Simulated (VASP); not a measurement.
These are LDA (Ceperley-Alder, Perdew-Zunger), VASP's LDA PAW potentials (set 64) (plane waves; VASP 6.6.1) values and carry that method's errors.

Gaps are without spin-orbit coupling.

Question: Order these relaxed crystals by band gap, smallest first: MgS2, C2/m (12); Mg2TeS, R3m (160); CaO, Fm-3m (225); FeSi, P2_13 (198).

Answer: FeSi, P2_13 (198) (0.12 eV), MgS2, C2/m (12) (0.89 eV), Mg2TeS, R3m (160) (1.39 eV), CaO, Fm-3m (225) (3.42 eV)
